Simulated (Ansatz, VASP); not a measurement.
# Zr23Si7O60 (glassy 77ZrO2-23SiO2 (mol %)) in two plane-wave programs, part 2 of 3

Aim: how closely do two programs agree when they are given the same cell, functional and k mesh? Of the first pair: The cell is taken from a series of runs on this material, whose earlier steps may have relaxed, scaled, displaced or heated it; both programs get it as it stands.

VASP 6.6.1 and Ansatz 0.2.0.

So far. Step 2 (VASP: single point, PBE, pair 1): The run ends at a pressure of 2.23 GPa, with forces up to 3.7 eV/Å.

## (4) Comparison

Known differences besides the potentials themselves: the cutoff is 420 eV in Ansatz and 520 eV in VASP (PREC = Accurate, projectors in real space). Total energies have different zeros and are not compared.

The two programs side by side:

```
              quantity  Ansatz   VASP  difference
gap on the k mesh (eV)   3.197  3.196      +0.002
```

Forces on 9 of the 90 atoms, those with the largest forces and the largest differences (eV/Å; atoms numbered as in POSCAR):

```
atom         Ansatz x, y, z           VASP x, y, z
Zr17   2.918, 0.492, -0.706   2.906, 0.471, -0.706
Zr21   1.008, -1.693, 1.273   0.985, -1.703, 1.258
Si30   3.083, 0.186, -0.285   3.074, 0.184, -0.278
 O59   -1.502, 1.734, 0.391   -1.546, 1.789, 0.397
 O61   1.596, -2.049, 0.035   1.647, -2.103, 0.039
 O65   0.826, 1.793, -1.632   0.842, 1.840, -1.667
 O75  -3.328, -1.039, 1.025  -3.385, -1.058, 1.046
 O79  -0.811, -1.833, 0.090  -0.846, -1.898, 0.094
 O87    2.105, 0.266, 0.751    2.175, 0.281, 0.768
```

The forces differ by 19 meV/Å r.m.s., which is 2.5 % of the r.m.s. force of 0.767 eV/Å (both taken over all components). A gap on the mesh is an upper bound, since the band edges may lie between its points.

## (5) Ansatz: relaxation, PBE

The two programs are compared at the cell with which this relaxation starts, whose forces are those of its first step. The cell compared in this pair holds 1215.65 Å³, against 1174.55 Å³ for the pair before.

The structure compared here is the start of the Ansatz relaxation; VASP solves that cell, so the two are compared at the walk's first step.

Contents of input.yaml:

```yaml
crystal:
  lattice:
    - [10.90511, 0.20932, 0.19966]
    - [0.20628, 10.60106, 0.10121]
    - [0.20067, 0.10321, 10.52396]
  atoms:
    - { symbol: Zr, position: [0.12796, 0.68094, 0.20215] }
    - { symbol: Zr, position: [0.96595, 0.20226, 0.31936] }
    - { symbol: Zr, position: [0.28642, 0.51553, 0.49946] }
    - { symbol: Zr, position: [0.4323, 0.67196, 0.27628] }
    - { symbol: Zr, position: [0.07985, 0.99276, 0.10875] }
    - { symbol: Zr, position: [0.64462, 0.58881, 0.51764] }
    - { symbol: Zr, position: [0.39331, 0.63261, 0.75903] }
    - { symbol: Zr, position: [0.93584, 0.3519, 0.62661] }
    - { symbol: Zr, position: [0.9227, 0.68787, 0.61842] }
    - { symbol: Zr, position: [0.921, 0.74977, 0.96778] }
    - { symbol: Zr, position: [0.66919, 0.81073, 0.74646] }
    - { symbol: Zr, position: [0.34685, 0.42881, 0.06528] }
    - { symbol: Zr, position: [0.38603, 0.85032, 0.99202] }
    - { symbol: Zr, position: [0.49253, 0.93076, 0.50972] }
    - { symbol: Zr, position: [0.78827, 0.03863, 0.55477] }
    - { symbol: Zr, position: [0.20621, 0.86317, 0.67056] }
    - { symbol: Zr, position: [0.82654, 0.59864, 0.27129] }
    - { symbol: Zr, position: [0.46088, 0.10605, 0.75357] }
    - { symbol: Zr, position: [0.04858, 0.41467, 0.04088] }
    - { symbol: Zr, position: [0.59712, 0.61183, 0.00195] }
    - { symbol: Zr, position: [0.98775, 0.11442, 0.83158] }
    - { symbol: Zr, position: [0.77202, 0.35221, 0.02801] }
    - { symbol: Zr, position: [0.65663, 0.85902, 0.24799] }
    - { symbol: Si, position: [0.41451, 0.22235, 0.42568] }
    - { symbol: Si, position: [0.21949, 0.33179, 0.77755] }
    - { symbol: Si, position: [0.0817, 0.92088, 0.43521] }
    - { symbol: Si, position: [0.62897, 0.39485, 0.74559] }
    - { symbol: Si, position: [0.68313, 0.30415, 0.33679] }
    - { symbol: Si, position: [0.29063, 0.12968, 0.19366] }
    - { symbol: Si, position: [0.81278, 0.04719, 0.0617] }
    - { symbol: O, position: [0.742, 0.64891, 0.68649] }
    - { symbol: O, position: [0.96497, 0.02637, 0.44217] }
    - { symbol: O, position: [0.0044, 0.30958, 0.45835] }
    - { symbol: O, position: [0.8073, 0.16805, 0.96289] }
    - { symbol: O, position: [0.62125, 0.99624, 0.66608] }
    - { symbol: O, position: [0.87171, 0.15845, 0.67714] }
    - { symbol: O, position: [0.30908, 0.73083, 0.13471] }
    - { symbol: O, position: [0.51804, 0.73802, 0.8589] }
    - { symbol: O, position: [0.45676, 0.55875, 0.44959] }
    - { symbol: O, position: [0.93265, 0.33666, 0.17504] }
    - { symbol: O, position: [0.45014, 0.12638, 0.54236] }
    - { symbol: O, position: [0.28027, 0.99916, 0.1099] }
    - { symbol: O, position: [0.63094, 0.6742, 0.32503] }
    - { symbol: O, position: [0.37807, 0.1207, 0.31611] }
    - { symbol: O, position: [0.98436, 0.72111, 0.79804] }
    - { symbol: O, position: [0.99151, 0.59558, 0.06527] }
    - { symbol: O, position: [0.28111, 0.68388, 0.61575] }
    - { symbol: O, position: [0.81766, 0.77437, 0.18697] }
    - { symbol: O, position: [0.00683, 0.51982, 0.61752] }
    - { symbol: O, position: [0.55064, 0.75785, 0.59644] }
    - { symbol: O, position: [0.4255, 0.52642, 0.9188] }
    - { symbol: O, position: [0.08292, 0.27842, 0.7367] }
    - { symbol: O, position: [0.65847, 0.43766, 0.8936] }
    - { symbol: O, position: [0.90518, 0.95597, 0.9683] }
    - { symbol: O, position: [0.20441, 0.38835, 0.92332] }
    - { symbol: O, position: [0.82858, 0.87907, 0.64593] }
    - { symbol: O, position: [0.46589, 0.00016, 0.91109] }
    - { symbol: O, position: [0.53775, 0.77113, 0.10828] }
    - { symbol: O, position: [0.31012, 0.33121, 0.44904] }
    - { symbol: O, position: [0.72694, 0.446, 0.37533] }
    - { symbol: O, position: [0.31036, 0.21043, 0.779] }
    - { symbol: O, position: [0.74933, 0.40123, 0.64594] }
    - { symbol: O, position: [0.00076, 0.60094, 0.31411] }
    - { symbol: O, position: [0.07773, 0.14578, 0.98795] }
    - { symbol: O, position: [0.34323, 0.2469, 0.10844] }
    - { symbol: O, position: [0.08483, 0.81463, 0.05229] }
    - { symbol: O, position: [0.14205, 0.14518, 0.24248] }
    - { symbol: O, position: [0.19449, 0.4906, 0.14731] }
    - { symbol: O, position: [0.66977, 0.95594, 0.41729] }
    - { symbol: O, position: [0.48178, 0.52304, 0.1541] }
    - { symbol: O, position: [0.25133, 0.63016, 0.35112] }
    - { symbol: O, position: [0.09452, 0.8729, 0.28786] }
    - { symbol: O, position: [0.27334, 0.45279, 0.69449] }
    - { symbol: O, position: [0.78011, 0.2001, 0.40354] }
    - { symbol: O, position: [0.68353, 0.9947, 0.11241] }
    - { symbol: O, position: [0.73837, 0.74298, 0.92259] }
    - { symbol: O, position: [0.90681, 0.06452, 0.18131] }
    - { symbol: O, position: [0.74094, 0.53379, 0.09977] }
    - { symbol: O, position: [0.57268, 0.25565, 0.7596] }
    - { symbol: O, position: [0.68646, 0.28047, 0.18454] }
    - { symbol: O, position: [0.05421, 0.80334, 0.53786] }
    - { symbol: O, position: [0.81237, 0.65921, 0.46079] }
    - { symbol: O, position: [0.543, 0.29172, 0.38945] }
    - { symbol: O, position: [0.46379, 0.85268, 0.34174] }
    - { symbol: O, position: [0.28607, 0.77445, 0.85186] }
    - { symbol: O, position: [0.92344, 0.38988, 0.91406] }
    - { symbol: O, position: [0.20799, 0.96595, 0.49729] }
    - { symbol: O, position: [0.53821, 0.50478, 0.68264] }
    - { symbol: O, position: [0.37579, 0.93708, 0.67192] }
    - { symbol: O, position: [0.09171, 0.97997, 0.76784] }
kpoints:
  mp_grid: { grid: [1, 1, 1] }
hamiltonian:
  xc: pbe
scf:
  occupations: { method: fermi_dirac, width: 0.05 }
output:
  forces: true
  eigenvalues: true
  stress: true
relax:
  f_tol: 0.05
  max_steps: 70
```

Command:

```console
$ ansatz run input.yaml --threads 4 --pin off --max-ram 8192MiB --backend cpu --events-out ev --progress --plain --runs-dir out
```

Numbers of over 12 decimals in the logs are rounded to 6 here.

Log:

```text
Warning: output.stress: scf.convergence.dr2_threshold = 1e-7 eV (the SCF's general default) is looser than the 9e-9 eV advised for a printed stress (1e-10 eV for each atom of the cell: 90). What an SCF threshold leaves in a stress goes as its square root, and in the free energy as the threshold itself, and one threshold admits the most on a small cell: [figures from the program's tests cut] Every solve of this run an [...]
[...]
Crystal: 90 atoms, lattice volume = 1215.645 Å³
[...]
- { symbol: O, position: [0.963696, 0.025602, 0.442224] }
    - { symbol: O, position: [0.00292126, 0.307971, 0.457923] }
    - { symbol: O, position: [0.805976, 0.168302, 0.962334] }
    - { symbol: O, position: [0.621067, 0.997760, 0.665644] }
    - { symbol: O, position: [0.871336, 0.158546, 0.676355] }
    - { symbol: O, position: [0.309716, 0.729577, 0.133322] }
    - { symbol: O, position: [0.517383, 0.734601, 0.857139] }
[...]
- { symbol: O, position: [0.207369, 0.965254, 0.495830] }
    - { symbol: O, position: [0.537176, 0.507091, 0.683548] }
    - { symbol: O, position: [0.376296, 0.939756, 0.671133] }
    - { symbol: O, position: [0.090153, 0.980418, 0.767441] }
```

## (6) VASP: single point, PBE, start cell, pair 2

The same cell, functional, mesh and smearing now go to VASP, with its own data sets.

Contents of INCAR:

```
SYSTEM = Zr23Si7O60
PREC = Accurate
ENCUT = 520
EDIFF = 1E-06
NELM = 120
ISMEAR = -1
SIGMA = 0.05
LREAL = Auto
ALGO = Normal
GGA = PE
NBANDS = 400
LASPH = .TRUE.
LORBIT = 11
LWAVE = .FALSE.
LCHARG = .FALSE.
ISIF = 2
GGA_COMPAT = .FALSE.
EFERMI = MIDGAP
NCORE = 2
```

Contents of POSCAR:

```
Zr23Si7O60
1.0
   10.9051100000      0.2093200000      0.1996600000
    0.2062800000     10.6010600000      0.1012100000
    0.2006700000      0.1032100000     10.5239600000
Zr Si O
23 7 60
Direct
    0.1279556647      0.6809368365      0.2021515432
    0.9659500570      0.2022576832      0.3193634251
    0.2864187931      0.5155330849      0.4994637494
    0.4322970117      0.6719607800      0.2762817825
    0.0798516962      0.9927555699      0.1087499401
    0.6446212129      0.5888130502      0.5176379576
    0.3933100998      0.6326096082      0.7590341741
    0.9358426911      0.3519022477      0.6266114297
    0.9226965745      0.6878683595      0.6184226513
    0.9210025815      0.7497676317      0.9677753092
    0.6691881481      0.8107286626      0.7464619826
    0.3468506176      0.4288117652      0.0652841485
    0.3860325399      0.8503215181      0.9920185655
    0.4925322624      0.9307555169      0.5097187031
    0.7882730928      0.0386320432      0.5547724854
    0.2062137349      0.8631709145      0.6705618263
    0.8265366032      0.5986372231      0.2712938503
    0.4608761175      0.1060510343      0.7535707138
    0.0485789517      0.4146672223      0.0408812136
    0.5971237797      0.6118264081      0.0019531921
    0.9877501117      0.1144241114      0.8315790775
    0.7720164638      0.3522110290      0.0280134013
    0.6566312625      0.8590234105      0.2479917486
    0.4145133263      0.2223456601      0.4256795603
    0.2194868218      0.3317881573      0.7775492288
    0.0816964340      0.9208778869      0.4352056107
    0.6289742684      0.3948464389      0.7455897390
    0.6831271189      0.3041533712      0.3367861030
    0.2906332610      0.1296829962      0.1936578006
    0.8127825687      0.0471934078      0.0617014306
    0.7419994162      0.6489098464      0.6864883780
    0.9649723776      0.0263724347      0.4421685811
    0.0043981394      0.3095796799      0.4583530637
    0.8073014546      0.1680526177      0.9628890252
    0.6212530165      0.9962412146      0.6660830191
    0.8717135986      0.1584506708      0.6771421471
    0.3090762806      0.7308326097      0.1347137638
    0.5180419569      0.7380220435      0.8589041133
    0.4567602906      0.5587543985      0.4495885301
    0.9326480226      0.3366561676      0.1750400538
    0.4501371350      0.1263836557      0.5423561406
    0.2802666178      0.9991634313      0.1099031768
    0.6309430584      0.6741952948      0.3250288488
    0.3780676201      0.1206990118      0.3161071566
    0.9843556649      0.7211060571      0.7980437406
    0.9915118734      0.5955838983      0.0652658973
    0.2811128946      0.6838755371      0.6157528113
    0.8176573539      0.7743707435      0.1869707287
    0.0068274855      0.5198194260      0.6175171609
    0.5506393625      0.7578469640      0.5964444614
    0.4255010276      0.5264195521      0.9187953529
    0.0829184986      0.2784164074      0.7366966397
    0.6584711863      0.4376581327      0.8936022432
    0.9051806426      0.9559694657      0.9682969114
    0.2044095498      0.3883495741      0.9233199983
    0.8285791822      0.8790720764      0.6459255827
    0.4658861483      0.0001553810      0.9110891191
    0.5377482918      0.7711269825      0.1082755364
    0.3101179358      0.3312065848      0.4490382360
    0.7269419457      0.4460024833      0.3753262897
    0.3103565190      0.2104257363      0.7789973573
    0.7493287529      0.4012318304      0.6459431951
    0.0007615135      0.6009418738      0.3141143286
    0.0777320163      0.1457838198      0.9879480011
    0.3432345276      0.2468962931      0.1084365030
    0.0848285505      0.8146304874      0.0522915690
    0.1420521526      0.1451778724      0.2424794863
    0.1944902588      0.4906004816      0.1473128366
    0.6697660339      0.9559361290      0.4172881898
    0.4817818526      0.5230371756      0.1541027183
    0.2513273270      0.6301590006      0.3511170314
    0.0945220566      0.8729037534      0.2878556301
    0.2733430354      0.4527854192      0.6944912293
    0.7801064037      0.2000987848      0.4035355472
    0.6835287225      0.9947045277      0.1124056543
    0.7383695714      0.7429845854      0.9225880430
    0.9068140696      0.0645192569      0.1813115509
    0.7409434897      0.5337870749      0.0997664979
    0.5726798272      0.2556469346      0.7595985465
    0.6864592828      0.2804685876      0.1845365541
    0.0542090661      0.8033386173      0.5378555901
    0.8123669587      0.6592073559      0.4607946473
    0.5429998364      0.2917202720      0.3894503252
    0.4637853879      0.8526835091      0.3417440309
    0.2860681161      0.7744508695      0.8518562848
    0.9234432322      0.3898821808      0.9140632755
    0.2079897287      0.9659541417      0.4972946070
    0.5382146000      0.5047783794      0.6826376624
    0.3757930559      0.9370846361      0.6719169231
    0.0917064446      0.9799732616      0.7678389881
```

Contents of KPOINTS:

```
Automatic mesh
0
Gamma
1 1 1
0 0 0
```

The projector-augmented-wave data sets are Zr_sv, Si and O (PBE family, release 64).

Command:

```console
$ mpirun -np 8 vasp_gam
```

Log:

```text
[... set-up lines as in an earlier step ...]
 entering main loop
       N       E                     dE             d eps       ncg     rms          rms(c)
DAV:   1     0.868485531427E+04    0.86849E+04   -0.41471E+05   800   0.174E+03
DAV:   2    -0.771708539025E+02   -0.87620E+04   -0.84634E+04   952   0.504E+02
DAV:   3    -0.918731334129E+03   -0.84156E+03   -0.83696E+03   960   0.156E+02
DAV:   4    -0.974353519964E+03   -0.55622E+02   -0.55550E+02  1464   0.332E+01
[...]
DAV:  16    -0.814908063638E+03   -0.87626E-05   -0.36405E-05  1112   0.109E-02    0.122E-02
DAV:  17    -0.814908067542E+03   -0.39034E-05   -0.14668E-05   808   0.845E-03    0.722E-03
DAV:  18    -0.814908068432E+03   -0.89026E-06   -0.48100E-06   800   0.518E-03
   1 F= -.81490807E+03 E0= -.81490807E+03  d E =-.472656E-15
```

Parts of OUTCAR (step 6):

```text
  Total        2.0672609      3.2593552      1.5128505    -16.0568394      1.0316534      0.5031406
  in kB        2.7245761      4.2957139      1.9938830    -21.1623411      1.3596824      0.6631213
  external PRESSURE =       3.0047243 kB  Pullay stress =       0.0000000 kB

 POSITION                                       TOTAL-FORCE (eV/Angst)
 -----------------------------------------------------------------------------------
      1.57640      7.26630      2.22190        -0.051077     -0.023946      0.127116
     10.63960      2.37930      3.57430        -0.051273      0.060455      0.065779
      3.33000      5.57670      5.36570         0.095969      0.095130      0.104422
      4.90830      7.24250      3.06190         0.059770      0.061875      0.091822
      1.09740     10.55220      1.26090         0.136161     -0.053198      0.012858
      7.25500      6.43040      5.63590         0.109209     -0.030838     -0.037041
      4.57190      6.86700      8.13060         0.124376     -0.069324      0.151602
     10.40380      3.99110      6.81690         0.099696      0.066225      0.028530
[...]
1.16820      9.82430      4.68960         0.290921     -0.289911      0.177543
      7.09010      4.39440      8.01210        -0.037335     -0.583522      0.145838
      7.57990      3.40210      3.71150        -0.243040      0.304623     -0.017186
      3.23500      1.45560      2.10920         0.051952      0.074314     -0.160132
      8.88560      0.67680      0.81640        -0.413414     -0.047009      0.235111
[...]
-----------------------------------------------------------------------------------
    total drift:                               -0.012696      0.004946     -0.003070

  FREE ENERGIE OF THE ION-ELECTRON SYSTEM (eV)
  ---------------------------------------------------
  free  energy   TOTEN  =      -814.9080684321 eV

  energy  without entropy=     -814.9080684321  energy(sigma->0) =     -814.90806843

[... 1 part as in an earlier step ...]

[... 2 further parts left out ...]
[key lines of the parts left out:]
E-fermi :   5.4713
```

The run ends at a pressure of 0.30 GPa, with forces up to 0.70 eV/Å.

## (7) Side by side

Forces on 9 of the 90 atoms, those with the largest forces and the largest differences (eV/Å; atoms numbered as in POSCAR):

```
atom          Ansatz x, y, z            VASP x, y, z
Zr11    -0.171, 0.061, 0.164    -0.197, 0.119, 0.207
Zr21    -0.222, 0.340, 0.123    -0.291, 0.387, 0.104
Si24   0.532, -0.139, -0.293   0.545, -0.148, -0.308
Si25   -0.392, 0.518, -0.199   -0.415, 0.527, -0.200
Si26    0.320, -0.288, 0.198    0.291, -0.290, 0.178
Si27   -0.043, -0.585, 0.128   -0.037, -0.584, 0.146
Si30   -0.410, -0.045, 0.230   -0.413, -0.047, 0.235
 O59    -0.320, 0.329, 0.037    -0.353, 0.353, 0.041
 O87  -0.270, -0.167, -0.093  -0.208, -0.135, -0.084
```

The forces differ by 22 meV/Å r.m.s., which is 16.0 % of the r.m.s. force of 0.137 eV/Å (both taken over all components).

## (8) Ansatz: relaxation, PBE

The two programs are compared at the cell with which this relaxation starts, whose forces are those of its first step. The cell compared in this pair holds 1227.93 Å³, against 1215.65 Å³ for the pair before.

The structure compared here is the start of the Ansatz relaxation; VASP solves that cell, so the two are compared at the walk's first step.

Edit input.yaml of step 5 so:

```diff
@@ -2,5 +2,5 @@
   lattice:
-    - [10.90511, 0.20932, 0.19966]
-    - [0.20628, 10.60106, 0.10121]
-    - [0.20067, 0.10321, 10.52396]
+    - [11.01315, 0.10028, 0.19966]
+    - [0.10128, 10.60006, 0.10121]
+    - [0.20166, 0.10121, 10.52396]
   atoms:
```

Command:

```console
$ ansatz run input.yaml --threads 4 --pin off --max-ram 8192MiB --backend cpu --events-out ev --progress --plain --runs-dir out
```

Log:

```text
[...]
Crystal: 90 atoms, lattice volume = 1227.925 Å³
Basis set: ecut = 420 eV, 24013 PW (Γ), exchange–correlation on 150×144×144 points (8 copies of the dense FFT grid, shifted against one another)
Bands: 422, of which v1, the nominal top of the filled ones, is band 332 counted from 1 (331 counted from 0)
Symmetry: 1 space group operations
[...]
k-points: 1
[...]
- { symbol: O, position: [0.962941, 0.025454, 0.442823] }
    - { symbol: O, position: [0.00164115, 0.308661, 0.460227] }
    - { symbol: O, position: [0.809276, 0.168674, 0.963979] }
    - { symbol: O, position: [0.621493, 0.994987, 0.666830] }
    - { symbol: O, position: [0.872057, 0.156008, 0.678665] }
    - { symbol: O, position: [0.308821, 0.735641, 0.137147] }
    - { symbol: O, position: [0.519862, 0.741256, 0.860702] }
[...]
- { symbol: O, position: [0.203188, 0.968713, 0.498870] }
    - { symbol: O, position: [0.539405, 0.503802, 0.681639] }
    - { symbol: O, position: [0.376110, 0.937866, 0.669496] }
    - { symbol: O, position: [0.093121, 0.976582, 0.769324] }
```

[end of part 2 of 3]

[Lines on the potential files, build, host, timing and source positions are cut from VASP's logs without a mark.]

[Logs are printed without paths, hosts, clocks, repeated set-up lines and the standing remarks that a program may print on its own settings, such as how far it seeks lower states.]

[Hosts, paths, dates, database ids (printed as entryN), source tags and the programs' standing remarks are cut or masked in the printed files.]
